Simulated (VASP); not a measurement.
Data:

```
CELL_PARAMETERS angstrom
      0.00000     2.60785     2.60785
      2.60785     0.00000     2.60785
      2.60785     2.60785     0.00000
ATOMIC_POSITIONS crystal
  Sr 0.00000 0.00000 0.00000
  O  0.50000 0.50000 0.50000
```

Method: rev-vdW-DF2, VASP's PBE PAW potentials (set 64) (plane waves; VASP 6.6.1). Settings: 520 eV cut-off, 9×9×9 Γ-centred mesh, Gaussian smearing of 0.050 eV, potentials Sr_sv O.

Question: What does the run give for the energy per atom (σ→0), pressure?

Answer: 
| Item | Result |
|---|---|
| energy per atom (σ→0) | -4.474 eV/atom |
| pressure | -25.1 kbar |

Total energies compare only between runs with the same potentials, cut-off and functional.

The compound is SrO in the rock salt structure. This cell is one point of a volume scan, at 1.03 of the reference volume.
